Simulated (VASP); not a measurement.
An input for Quantum ESPRESSO's pw.x (written as the equivalent of a VASP run, and not itself run):

```
&CONTROL
  calculation = 'scf'
  pseudo_dir = './pseudo'
  outdir = './out'
  tprnfor = .true.
  tstress = .true.
/
&SYSTEM
  ibrav = 0
  nat = 2
  ntyp = 2
  ecutwfc = 82.3
  occupations = 'smearing'
  smearing = 'gaussian'
  degauss = 0.003675
  input_dft = 'pbe'
/
&ELECTRONS
  conv_thr = 7.3e-08
  electron_maxstep = 100
/
ATOMIC_SPECIES
  Te 127.600 Te.upf
  Pb 207.200 Pb.upf
CELL_PARAMETERS angstrom
     0.0000000    3.2946000    3.2946000
     3.2946000    0.0000000    3.2946000
     3.2946000    3.2946000    0.0000000
ATOMIC_POSITIONS crystal
  Te   0.5000000  0.5000000  0.5000000
  Pb   0.0000000  0.0000000  0.0000000
K_POINTS automatic
  6 6 6 0 0 0
```

Q: Translate this input to VASP (INCAR, KPOINTS, POSCAR, choice of POTCAR).

A: This is not unique; one that fits is 
**POSCAR**
```
PbTe
1
    0.0000000000     3.2946000000     3.2946000000
    3.2946000000     0.0000000000     3.2946000000
    3.2946000000     3.2946000000     0.0000000000
Te Pb
1 1
Direct
  0.5000000000   0.5000000000   0.5000000000
  0.0000000000   0.0000000000   0.0000000000
```

**INCAR**
```
SYSTEM  =  PbTe
PREC  =  Accurate; ENCUT  =  200; LREAL  =  .FALSE.
LASPH  =  .TRUE.
EDIFF  =  1E-6; NELM  =  100; ALGO  =  Normal
LMAXMIX  =  4
ISMEAR  =  0; SIGMA  =  0.05
GGA  =  PE
ISIF  =  2
LWAVE  =  .FALSE.; LCHARG  =  .FALSE.
```

### KPOINTS
```
K-points
0
Gamma
 6 6 6
```

POTCAR, in this order: Te Pb_d (PBE.64 set). Program: vasp_std.

What does not carry over: the potentials are each code's own (VASP's PAW set, PseudoDojo norm-conserving files in pw.x), so ENCUT and ecutwfc are chosen apart and not converted; conv_thr bounds pw.x's estimated SCF error, while EDIFF bounds the energy change between steps.

The compound is PbTe in the rock salt structure. The cell was not relaxed at this level. The run is one of a series of settings (ENCUT = 200 against the base run), some of them coarse on purpose.
